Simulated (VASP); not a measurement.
Input for VASP

File POSCAR:
```
SiRu
1
    3.3165650000     0.0000000000     0.0000000000
   -1.6582820000     2.8722300000     0.0000000000
    0.0000000000     0.0000000000     3.2368030000
Ru Si
1 1
Direct
  0.0000000000   0.0000000000   0.0000000000
  0.6666670000   0.3333330000   0.5000000000
```

### INCAR
```
SYSTEM = SiRu
PREC = Accurate; ENCUT = 400; LREAL = .FALSE.
LASPH = .TRUE.
EDIFF = 1E-6; NELM = 100; ALGO = Normal
LMAXMIX = 4; LMIXTAU = .TRUE.
ISMEAR = 1; SIGMA = 0.1
METAGGA = R2SCAN
IBRION = 2; NSW = 60; ISIF = 3
EDIFFG = -0.01
LWAVE = .FALSE.; LCHARG = .FALSE.
```

**KPOINTS**
```
Regular mesh
0
G
  11 11 10
0 0 0
```

POTCAR, in this order: Ru_pv Si (PBE.64 set). Program: vasp_std.

Q: Translate this r2SCAN calculation to Ansatz.

A: One equivalent input (not run):
Ansatz 0.2 input:
```yaml
crystal:
  lattice:
    - [3.3165650, 0.0000000, 0.0000000]
    - [-1.6582820, 2.8722300, 0.0000000]
    - [0.0000000, 0.0000000, 3.2368030]
  atoms:
    - { symbol: Ru, position: [0.0000000, 0.0000000, 0.0000000] }
    - { symbol: Si, position: [0.6666670, 0.3333330, 0.5000000] }
kpoints:
  mp_grid: { grid: [11, 11, 10] }
hamiltonian:
  xc: r2scan
  pseudopotentials: { kind: paw }
scf:
  occupations: { method: methfessel_paxton, width: 0.1 }
  max_iter: 100
relax:
  max_steps: 60
  f_tol: 0.01
  cell: {}
output: { forces: true, stress: true, eigenvalues: true }
```
What does not carry over: each code has its own PAW files, so the cut-off isn't converted (ENCUT is set for VASP's; basis.ecutwfc is left out, and Ansatz then takes the one that its files recommend); Ansatz stops its SCF on the density residual and VASP on the energy change (EDIFF).

The structure was generated: SiRu was put into the WC type (P-6m2), which need not be its known phase. This run relaxes it. Symmetry was kept, so distortions that lower it aren't found.
